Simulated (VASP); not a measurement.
Computed with PBE GGA, VASP's PBE PAW potentials (set 64) (plane waves; VASP).

VASP ran on this input.

**POSCAR**
```
KCl
1.0
  0.0000000000   3.2079000000   3.2079000000
  3.2079000000   0.0000000000   3.2079000000
  3.2079000000   3.2079000000   0.0000000000
K Cl
1 1
Cartesian
  0.0000000000   0.0000000000   0.0000000000
  3.2079000000   3.2079000000   3.2079000000
```

INCAR:
```
SYSTEM=KCl
PREC=Accurate; ENCUT=400; LREAL=F
LASPH=T
EDIFF=1E-6; NELM=100; ALGO=Normal
ISMEAR=0; SIGMA=0.05
GGA=PE
ISIF=2
LWAVE=F; LCHARG=F
```

**KPOINTS**
```
Automatic
0
Monkhorst
  8 8 8
0 0 0
```

POTCAR, in this order: K_sv Cl (PBE.64 set). Program: vasp_std.

Predict the energy per atom (σ→0).

- energy per atom (σ→0) = -3.405 eV/atom

### OSZICAR
```
...
DAV:   7    -0.679546247986E+01    0.17125E-01   -0.13670E-01  1832   0.218E+00    0.149E+00
DAV:   8    -0.680862415796E+01   -0.13162E-01   -0.21435E-02  1980   0.121E+00    0.181E-01
DAV:   9    -0.680961673796E+01   -0.99258E-03   -0.16176E-03  1912   0.270E-01    0.105E-01
DAV:  10    -0.681029668853E+01   -0.67995E-03   -0.65065E-04  1692   0.202E-01    0.120E-02
DAV:  11    -0.681030979107E+01   -0.13103E-04   -0.21298E-05  2084   0.329E-02    0.609E-03
DAV:  12    -0.681031343887E+01   -0.36478E-05   -0.55912E-06  1776   0.173E-02    0.280E-03
DAV:  13    -0.681031357484E+01   -0.13596E-06   -0.64979E-07  1440   0.670E-03
   1 F= -.68103136E+01 E0= -.68103136E+01  d E =-.715851E-16
```

The compound is KCl in the rock salt structure. The cell was not relaxed at this level. The run is one of a series of settings (KPOINTS 8×8×8 Monkhorst-Pack mesh against the base run), some of them coarse on purpose.
